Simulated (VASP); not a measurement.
Calculation: PBE GGA, VASP's PBE PAW potentials (set 64) (plane waves; VASP).

VASP ran on this input.

POSCAR:
```
Ga35N36
1.0
  4.8683178927  -8.4321738171   0.0000000000
  4.8683178927   8.4321738171   0.0000000000
  0.0000000000   0.0000000000  10.5562839806
Ga N
35 36
Cartesian
  1.6227710081  -0.9369072650   2.6390709951
  1.6227710081   0.9369072650   0.0000000000
  1.6227710081  -0.9369072650   7.9172129854
  1.6004887171   0.9578274882   5.2702670025
  3.2014691344   1.8993724488   2.5947029336
  3.2455468846   3.7476374921   0.0000000000
  3.2602345997   1.8338797548   7.9022863999
  3.2339164731   3.7420975539   5.3266586715
  4.8683178927   4.6845447571   2.6390709951
  4.8683178927   6.5583592871   0.0000000000
  4.8683178927   4.6845447571   7.9172129854
  4.8683178927   6.5583592871   5.2781419903
  3.2455468846  -3.7476374921   2.6390709951
  3.2455420163  -1.8738145300   0.0000000000
  3.2455468846  -3.7476374921   7.9172129854
  3.2358443270  -1.9192808112   5.2536936366
  4.8932826269  -0.9266621738   2.6806944229
  4.8683178927   0.9369156972   0.0000000000
  4.8189190710  -0.9258105242   7.9540121914
  6.5151043130   1.8714703857   2.6594868484
  6.4910889008   3.7476374921   0.0000000000
  6.4702232903   1.8961344941   7.8764129479
  6.4429461052   3.7681698354   5.3077840357
  4.8683178927  -6.5583592871   2.6390709951
  4.8683178927  -4.6845447571   0.0000000000
  4.8683178927  -6.5583592871   7.9172129854
  4.8683178927  -4.6845447571   5.2781419903
  6.4910889008  -3.7476374921   2.6390709951
  6.4910937691  -1.8738145300   0.0000000000
  6.4910889008  -3.7476374921   7.9172129854
  6.4871650366  -1.8531810007   5.3249274409
  8.1138647773  -0.9369072650   2.6390709951
  8.1138647773   0.9369072650   0.0000000000
  8.1138647773  -0.9369072650   7.9172129854
  8.1563067727   0.9105314253   5.3166935394
  1.6227710081  -0.9369072650   4.6289305255
  1.6227710081   0.9369072650   1.9898595303
  1.6227710081  -0.9369072650   9.9070725158
  1.6227710081   0.9369072650   7.2680015206
  3.2502983628   1.8680384909   4.5817439361
  3.2455468846   3.7476374921   1.9898595303
  3.2455420163   1.8738145300   9.9070725158
  3.2455468846   3.7476374921   7.2680015206
  4.8683178927   4.6845447571   4.6289305255
  4.8683178927   6.5583592871   1.9898595303
  4.8683178927   4.6845447571   9.9070725158
  4.8683178927   6.5583592871   7.2680015206
  3.2455468846  -3.7476374921   4.6289305255
  3.2455420163  -1.8738145300   1.9898595303
  3.2455468846  -3.7476374921   9.9070725158
  3.2455420163  -1.8738145300   7.2680015206
  4.8492389549  -0.9093340566   4.5998057380
  4.8683178927   0.9369156972   1.9898595303
  4.8683178927  -0.9369156972   9.9070725158
  4.8337674406   0.8917951351   7.2601476454
  6.4767711779   1.9166162443   4.5809099897
  6.4910889008   3.7476374921   1.9898595303
  6.4910937691   1.8738145300   9.9070725158
  6.4910889008   3.7476374921   7.2680015206
  4.8683178927  -6.5583592871   4.6289305255
  4.8683178927  -4.6845447571   1.9898595303
  4.8683178927  -6.5583592871   9.9070725158
  4.8683178927  -4.6845447571   7.2680015206
  6.4910889008  -3.7476374921   4.6289305255
  6.4910937691  -1.8738145300   1.9898595303
  6.4910889008  -3.7476374921   9.9070725158
  6.4910937691  -1.8738145300   7.2680015206
  8.1138647773  -0.9369072650   4.6289305255
  8.1138647773   0.9369072650   1.9898595303
  8.1138647773  -0.9369072650   9.9070725158
  8.1138647773   0.9369072650   7.2680015206
```

### INCAR
```
SYSTEM = Ga35N36
PREC = Normal
ENCUT = 400
EDIFF = 1E-5
NELM = 100
ALGO = Fast
LREAL = Auto
LASPH = .TRUE.
ISMEAR = 0
SIGMA = 0.05
GGA = PE
LMAXMIX = 4
LWAVE = .TRUE.
LCHARG = .FALSE.
NELMIN = 4
ISYM = 0
NELECT = 286.0
ISPIN = 2
NUPDOWN = 2
MAGMOM = 71*0.0282
LORBIT = 10
IBRION = 2
ISIF = 2
NSW = 60
EDIFFG = -0.03
```

KPOINTS:
```
Automatic mesh
0
Gamma
1 1 1
0 0 0
```

POTCAR, in this order: Ga N (PBE.64 set). Program: vasp_gam.

What VASP printed:

OSZICAR:
```
...
RMM:   4    -0.420717706075E+03    0.12784E-05   -0.73580E-06   432   0.600E-03
  13 F= -.42071771E+03 E0= -.42071755E+03  d E =-.340257E-02  mag=     2.0000
       N       E                     dE             d eps       ncg     rms          rms(c)
DAV:   1    -0.420718545698E+03   -0.83834E-03   -0.48508E-01   720   0.169E+00    0.132E-01
RMM:   2    -0.420719139348E+03   -0.59365E-03   -0.78198E-03   720   0.189E-01    0.572E-02
RMM:   3    -0.420719229482E+03   -0.90133E-04   -0.14105E-03   787   0.724E-02    0.451E-02
RMM:   4    -0.420719199113E+03    0.30368E-04   -0.16132E-04   722   0.286E-02    0.298E-02
RMM:   5    -0.420719187177E+03    0.11936E-04   -0.12250E-04   700   0.217E-02    0.151E-02
RMM:   6    -0.420719185802E+03    0.13755E-05   -0.28180E-05   483   0.103E-02
  14 F= -.42071919E+03 E0= -.42071903E+03  d E =-.147973E-02  mag=     2.0000
       N       E                     dE             d eps       ncg     rms          rms(c)
DAV:   1    -0.420719186788E+03    0.38929E-06   -0.25648E-03   816   0.124E-01    0.116E-02
RMM:   2    -0.420719191098E+03   -0.43104E-05   -0.52845E-05   545   0.154E-02    0.632E-03
RMM:   3    -0.420719191768E+03   -0.66929E-06   -0.88565E-06   435   0.620E-03    0.459E-03
RMM:   4    -0.420719191795E+03   -0.27627E-07   -0.17117E-06   332   0.272E-03
  15 F= -.42071919E+03 E0= -.42071904E+03  d E =-.148572E-02  mag=     2.0000
       N       E                     dE             d eps       ncg     rms          rms(c)
DAV:   1    -0.420719413684E+03   -0.22192E-03   -0.26830E-01   728   0.121E+00    0.996E-02
RMM:   2    -0.420719723345E+03   -0.30966E-03   -0.43301E-03   720   0.139E-01    0.450E-02
RMM:   3    -0.420719760858E+03   -0.37513E-04   -0.75360E-04   788   0.528E-02    0.339E-02
RMM:   4    -0.420719743019E+03    0.17839E-04   -0.10305E-04   696   0.215E-02    0.215E-02
RMM:   5    -0.420719738747E+03    0.42724E-05   -0.59261E-05   628   0.151E-02
  16 F= -.42071974E+03 E0= -.42071954E+03  d E =-.546952E-03  mag=     2.0000
       N       E                     dE             d eps       ncg     rms          rms(c)
DAV:   1    -0.420719783955E+03   -0.40936E-04   -0.12815E-02   768   0.265E-01    0.236E-02
RMM:   2    -0.420719796954E+03   -0.12999E-04   -0.19777E-04   720   0.296E-02    0.102E-02
RMM:   3    -0.420719798269E+03   -0.13145E-05   -0.29480E-05   485   0.111E-02    0.812E-03
RMM:   4    -0.420719797672E+03    0.59666E-06   -0.54233E-06   425   0.466E-03
  17 F= -.42071980E+03 E0= -.42071960E+03  d E =-.605877E-03  mag=     2.0000
       N       E                     dE             d eps       ncg     rms          rms(c)
DAV:   1    -0.420719827582E+03   -0.29313E-04   -0.19736E-01   728   0.105E+00    0.840E-02
RMM:   2    -0.420720083752E+03   -0.25617E-03   -0.33251E-03   720   0.120E-01    0.374E-02
RMM:   3    -0.420720118143E+03   -0.34391E-04   -0.58958E-04   794   0.455E-02    0.287E-02
RMM:   4    -0.420720105849E+03    0.12294E-04   -0.71848E-05   628   0.183E-02    0.193E-02
RMM:   5    -0.420720101849E+03    0.40004E-05   -0.41105E-05   535   0.126E-02
  18 F= -.42072010E+03 E0= -.42071989E+03  d E =-.304176E-03  mag=     2.0000
       N       E                     dE             d eps       ncg     rms          rms(c)
DAV:   1    -0.420720123701E+03   -0.17852E-04   -0.13879E-02   768   0.278E-01    0.234E-02
RMM:   2    -0.420720140874E+03   -0.17173E-04   -0.22668E-04   720   0.315E-02    0.104E-02
RMM:   3    -0.420720142565E+03   -0.16910E-05   -0.34998E-05   498   0.117E-02    0.802E-03
RMM:   4    -0.420720141967E+03    0.59743E-06   -0.51924E-06   423   0.490E-03
  19 F= -.42072014E+03 E0= -.42071993E+03  d E =-.344295E-03  mag=     2.0000
       N       E                     dE             d eps       ncg     rms          rms(c)
DAV:   1    -0.420720159346E+03   -0.16782E-04   -0.10786E-01   728   0.796E-01    0.632E-02
RMM:   2    -0.420720312421E+03   -0.15307E-03   -0.19090E-03   720   0.927E-02    0.284E-02
RMM:   3    -0.420720335794E+03   -0.23373E-04   -0.35334E-04   792   0.350E-02    0.223E-02
RMM:   4    -0.420720329355E+03    0.64393E-05   -0.40332E-05   537   0.140E-02
  20 F= -.42072033E+03 E0= -.42072014E+03  d E =-.187387E-03  mag=     2.0000
       N       E                     dE             d eps       ncg     rms          rms(c)
DAV:   1    -0.420720339564E+03   -0.37705E-05   -0.44677E-03   768   0.162E-01    0.137E-02
RMM:   2    -0.420720347770E+03   -0.82054E-05   -0.90079E-05   654   0.204E-02    0.947E-03
RMM:   3    -0.420720348333E+03   -0.56301E-06   -0.11341E-05   434   0.711E-03    0.499E-03
RMM:   4    -0.420720347947E+03    0.38623E-06   -0.22481E-06   381   0.305E-03
  21 F= -.42072035E+03 E0= -.42072015E+03  d E =-.205979E-03  mag=     2.0000
       N       E                     dE             d eps       ncg     rms          rms(c)
DAV:   1    -0.420720283241E+03    0.65092E-04   -0.81544E-02   728   0.698E-01    0.540E-02
RMM:   2    -0.420720398991E+03   -0.11575E-03   -0.14168E-03   720   0.804E-02    0.237E-02
RMM:   3    -0.420720416537E+03   -0.17546E-04   -0.24912E-04   773   0.303E-02    0.182E-02
RMM:   4    -0.420720411251E+03    0.52864E-05   -0.28189E-05   483   0.122E-02
  22 F= -.42072041E+03 E0= -.42072019E+03  d E =-.633043E-04  mag=     2.0000
       N       E                     dE             d eps       ncg     rms          rms(c)
DAV:   1    -0.420720438642E+03   -0.22105E-04   -0.11479E-02   728   0.262E-01    0.201E-02
RMM:   2    -0.420720457081E+03   -0.18439E-04   -0.20377E-04   719   0.306E-02    0.945E-03
RMM:   3    -0.420720458904E+03   -0.18228E-05   -0.29940E-05   503   0.111E-02    0.635E-03
RMM:   4    -0.420720458452E+03    0.45199E-06   -0.40669E-06   394   0.446E-03
  23 F= -.42072046E+03 E0= -.42072024E+03  d E =-.110505E-03  mag=     2.0000
       N       E                     dE             d eps       ncg     rms          rms(c)
DAV:   1    -0.420720432553E+03    0.26351E-04   -0.44042E-02   728   0.510E-01    0.405E-02
RMM:   2    -0.420720494337E+03   -0.61784E-04   -0.75276E-04   720   0.589E-02    0.180E-02
RMM:   3    -0.420720503291E+03   -0.89542E-05   -0.12697E-04   661   0.221E-02    0.131E-02
RMM:   4    -0.420720500623E+03    0.26677E-05   -0.15689E-05   445   0.895E-03
  24 F= -.42072050E+03 E0= -.42072025E+03  d E =-.421715E-04  mag=     2.0000
       N       E                     dE             d eps       ncg     rms          rms(c)
DAV:   1    -0.420720528805E+03   -0.25514E-04   -0.62724E-03   736   0.193E-01    0.153E-02
RMM:   2    -0.420720538357E+03   -0.95519E-05   -0.10913E-04   679   0.224E-02    0.677E-03
RMM:   3    -0.420720539242E+03   -0.88472E-06   -0.14490E-05   411   0.812E-03    0.474E-03
RMM:   4    -0.420720539046E+03    0.19637E-06   -0.24741E-06   344   0.336E-03
  25 F= -.42072054E+03 E0= -.42072030E+03  d E =-.805938E-04  mag=     2.0000
       N       E                     dE             d eps       ncg     rms          rms(c)
DAV:   1    -0.420720521394E+03    0.17849E-04   -0.24861E-02   728   0.382E-01    0.299E-02
RMM:   2    -0.420720554666E+03   -0.33273E-04   -0.41293E-04   720   0.437E-02    0.138E-02
RMM:   3    -0.420720559732E+03   -0.50656E-05   -0.69067E-05   591   0.165E-02    0.100E-02
RMM:   4    -0.420720558378E+03    0.13533E-05   -0.95477E-06   439   0.690E-03
  26 F= -.42072056E+03 E0= -.42072030E+03  d E =-.193327E-04  mag=     2.0000
       N       E                     dE             d eps       ncg     rms          rms(c)
DAV:   1    -0.420720575111E+03   -0.15379E-04   -0.32009E-03   736   0.137E-01    0.107E-02
RMM:   2    -0.420720579931E+03   -0.48202E-05   -0.54610E-05   527   0.159E-02    0.509E-03
RMM:   3    -0.420720580415E+03   -0.48331E-06   -0.71918E-06   393   0.584E-03    0.343E-03
RMM:   4    -0.420720580285E+03    0.12969E-06   -0.10761E-06   274   0.239E-03
  27 F= -.42072058E+03 E0= -.42072033E+03  d E =-.412393E-04  mag=     2.0000
```

### OUTCAR
```
------------------------ aborting loop because EDIFF is reached ----------------------------------------
  FORCE on cell =-STRESS in cart. coord.  units (eV):
  Direction    XX          YY          ZZ          XY          YZ          ZX
  --------------------------------------------------------------------------------------
  Total       -0.0605999      0.2247695     -5.5750478     -0.0566836     -0.0072814     -0.0294646
  in kB       -0.1120270      0.4155166    -10.3062253     -0.1047872     -0.0134606     -0.0544692
  external PRESSURE =      -3.3342453 kB  Pullay stress =       0.0000000 kB
  volume of cell :      866.68
      direct lattice vectors                 reciprocal lattice vectors
     4.868317893 -8.432173817  0.000000000     0.102704879 -0.059296690  0.000000000
     4.868317893  8.432173817  0.000000000     0.102704879  0.059296690  0.000000000
     0.000000000  0.000000000 10.556283981     0.000000000  0.000000000  0.094730305
  FREE ENERGIE OF THE ION-ELECTRON SYSTEM (eV)
  ---------------------------------------------------
  free  energy   TOTEN  =      -420.7205802850 eV

  energy  without entropy=     -420.7200722948  energy(sigma->0) =     -420.72032629

 total charge

# of ion       s       p       d       tot
------------------------------------------
    1        0.991   1.355   0.361   2.708
    2        0.993   1.369   0.367   2.729
    3        0.992   1.361   0.364   2.716
    4        0.998   1.379   0.367   2.745
    5        0.991   1.367   0.364   2.722
    6        0.993   1.368   0.367   2.728
    7        0.993   1.371   0.375   2.739
    8        0.998   1.379   0.367   2.745
    9        0.991   1.356   0.361   2.708
   10        0.991   1.354   0.361   2.707
   11        0.992   1.361   0.364   2.716
   12        0.994   1.359   0.363   2.716
   13        0.989   1.345   0.357   2.691
   14        0.993   1.368   0.367   2.728
   15        0.991   1.359   0.363   2.713
   16        0.998   1.379   0.367   2.745
   17        0.991   1.368   0.364   2.723
   18        0.983   1.329   0.353   2.665
   19        0.993   1.372   0.375   2.740
   20        0.991   1.369   0.364   2.724
   21        0.993   1.368   0.367   2.728
   22        0.993   1.371   0.375   2.739
   23        0.998   1.379   0.368   2.745
   24        0.989   1.346   0.357   2.692
   25        0.990   1.351   0.360   2.701
   26        0.991   1.359   0.363   2.714
   27        0.988   1.346   0.355   2.690
   28        0.989   1.345   0.357   2.691
   29        0.993   1.368   0.367   2.728
   30        0.991   1.359   0.363   2.713
   31        0.998   1.379   0.367   2.745
   32        0.991   1.355   0.361   2.708
   33        0.993   1.368   0.367   2.728
   34        0.992   1.360   0.364   2.716
   35        0.998   1.379   0.367   2.745
   36        1.230   2.457   0.000   3.687
   37        1.231   2.456   0.000   3.687
   38        1.229   2.458   0.000   3.687
   39        1.229   2.458   0.000   3.686
   40        1.259   2.360   0.000   3.619
   41        1.231   2.456   0.000   3.687
   42        1.234   2.455   0.000   3.689
   43        1.229   2.458   0.000   3.686
   44        1.230   2.457   0.000   3.687
   45        1.230   2.456   0.000   3.686
   46        1.229   2.458   0.000   3.687
   47        1.230   2.455   0.000   3.685
   48        1.242   2.428   0.000   3.669
   49        1.231   2.456   0.000   3.687
   50        1.230   2.459   0.000   3.688
   51        1.229   2.458   0.000   3.687
   52        1.259   2.360   0.000   3.619
   53        1.233   2.441   0.000   3.674
   54        1.234   2.455   0.000   3.690
   55        1.234   2.447   0.000   3.681
   56        1.259   2.361   0.000   3.620
   57        1.231   2.456   0.000   3.687
   58        1.234   2.455   0.000   3.689
   59        1.229   2.457   0.000   3.686
   60        1.242   2.428   0.000   3.669
   61        1.229   2.452   0.000   3.682
   62        1.230   2.459   0.000   3.688
   63        1.229   2.456   0.000   3.686
   64        1.242   2.428   0.000   3.669
   65        1.231   2.456   0.000   3.687
   66        1.230   2.459   0.000   3.688
   67        1.229   2.457   0.000   3.686
   68        1.230   2.457   0.000   3.687
   69        1.231   2.456   0.000   3.687
   70        1.229   2.458   0.000   3.687
   71        1.229   2.458   0.000   3.686
--------------------------------------------------
tot         79.149 135.743  12.751 227.643

 magnetization (x)

# of ion       s       p       d       tot
------------------------------------------
    1       -0.000   0.000   0.000   0.000
    2       -0.000  -0.000   0.000  -0.000
    3       -0.000  -0.000   0.000  -0.000
    4       -0.005  -0.005   0.011   0.001
    5       -0.004  -0.009   0.010  -0.003
    6       -0.000  -0.000   0.000  -0.000
    7       -0.000   0.001   0.000   0.001
    8       -0.005  -0.005   0.011   0.001
    9       -0.000   0.000   0.000   0.000
   10       -0.000   0.000   0.000   0.000
...
```
(Selected blocks of OUTCAR.)

### CONTCAR
```
Ga35N36
   1.00000000000000
     4.8683178927000004   -8.4321738171000007    0.0000000000000000
     4.8683178927000004    8.4321738171000007    0.0000000000000000
     0.0000000000000000    0.0000000000000000   10.5562839805999999
  Ga              N
    35    36
Direct
     0.2220716453504612    0.1112236653267214    0.2503495478570706
     0.1106172946516154    0.2219519676837160    0.9996109595310353
     0.2220982232547108    0.1111092873860799    0.7504404453895525
     0.1129710299046247    0.2226354300441236    0.5022030125998667
     0.2222144655233898    0.4444232202694536    0.2478043380710431
     0.1106500989074360    0.5552822980322837    0.9996171489634612
     0.2272254081931658    0.4466556330595234    0.7488876178698625
     0.1127970378696282    0.5567572037527049    0.5022916109741618
     0.2221069393100535    0.7774562424464766    0.2503425415044244
     0.1110597376327211    0.8888688199882432    0.0006310308270128
     0.2220160812742480    0.7771572539057943    0.7503958355570353
     0.1110033098899106    0.8888025210478208    0.5006098880162501
     0.5545327120051267    0.1105823750140419    0.2510180417389585
     0.4445318416658343    0.2219318882560429    0.9995887718817206
     0.5552847826600555    0.1106487205654371    0.7500472069395915
     0.4425836793490751    0.2228556027683021    0.5022773541107570
     0.5553789574563728    0.4444015018351425    0.2478039791990842
     0.4442985151127482    0.5554441305198535    0.9949076388214388
     0.5525523623640541    0.4466386720622341    0.7489074879105841
     0.5554767695745813    0.7777128716734621    0.2477716765557071
     0.4445029899353250    0.8891143196450358    0.9995728686858755
     0.5525405442761608    0.7720125160772987    0.7489136951211149
     0.4424213095662519    0.8861124519741060    0.5021649771843186
     0.8889642570972499    0.1106881788590681    0.2508655088697689
     0.7777441241310808    0.2222106199635975    0.0006417798716854
     0.8885275554337352    0.1107975979592682    0.7500862682526489
     0.7773486525614870    0.2219693389382971    0.4995859930011079
     0.8889041029097418    0.4450207621169335    0.2509008875658062
     0.7777692235759772    0.5552806383466762    0.9995584139765945
     0.8884782851517100    0.4438865811151533    0.7500980882944420
     0.7765648160250164    0.5569600203209432    0.5022652917903407
     0.8883759435487679    0.7775583277025058    0.2504127549670196
     0.7778233054548696    0.8891354696462411    0.9996090440260049
     0.8882939540457526    0.7773135078830062    0.7504080075923637
     0.7766232658909356    0.8863044531914862    0.5022941608834572
     0.2217391083894544    0.1105301563313316    0.4389111517898710
     0.1103028995748180    0.2205593651876722    0.1874073184082786
     0.2218441780047735    0.1104774653537975    0.9383912178834823
     0.1105054853325143    0.2214332920054688    0.6895503036210426
     0.1977655339922527    0.4321878183825215    0.4305928159245757
     0.1103061860346729    0.5564142122796758    0.1873947461273966
     0.2192386531915752    0.4428904860539057    0.9400795200867921
     0.1104669793243157    0.5552189181788257    0.6895997141806723
     0.2216074932868841    0.7776313005524719    0.4388990869116314
     0.1108742566828161    0.8887331677116783    0.1891958778151260
     0.2218081415842089    0.7779212128540373    0.9383523780126188
     0.1108213468998004    0.8885357209971912    0.6887712751554247
     0.5544832833099034    0.1104745560870826    0.4394591203517210
     0.4431297919644878    0.2204904681300204    0.1874031737433612
     0.5559142649872200    0.1111995280682982    0.9383061068165269
     0.4440139057241793    0.2214221949578463    0.6895856193542739
     0.5670858123205323    0.4323173558197546    0.4305808310791985
     0.4443262617175223    0.5555226943100829    0.1862080832313518
     0.5567687669980422    0.4428860661224214    0.9400852041913470
     0.4441084143783276    0.5550989024295193    0.7024535143404551
     0.5672509902583335    0.8015387008053834    0.4304922341163541
     0.4431747491921711    0.8892953070851942    0.1873838540507096
     0.5568038555806120    0.7804312788850195    0.9400698350123461
     0.4439431291277604    0.8886620488074312    0.6894953255939376
     0.8888263656358709    0.1105712745542267    0.4393765485151615
     0.7774641194735983    0.2221240428666035    0.1894069451881585
     0.8885351726571159    0.1112590387208784    0.9383319868653671
     0.7774312309135603    0.2218079107383585    0.6881366459745509
     0.8886980846574973    0.4448482984484435    0.4393985735243828
     0.7791464115385044    0.5565456771148782    0.1873607910204923
     0.8884802276406265    0.4438239033096185    0.9383492279600040
     0.7778492014270250    0.5553094991428383    0.6895881400200398
     0.8890817604659477    0.7778691298734304    0.4389759407967982
     0.7792431443300779    0.8894266389677745    0.1873479046943912
     0.8893360489486066    0.7779667913042316    0.9383910896935259
     0.7778175229005058    0.8887994881850121    0.6895690235474060
```

At this cut-off the stress carries a Pulay error, which pulls relaxed volumes low. The cell is charged, with a uniform compensating background. The supercell is sampled at Γ alone, which is coarse: total energies, pressure and levels can be off, energies of defects by several tenths of an eV.

The cell is a supercell with a defect, built from GaN (wurtzite): vac_Ga, charge -1.
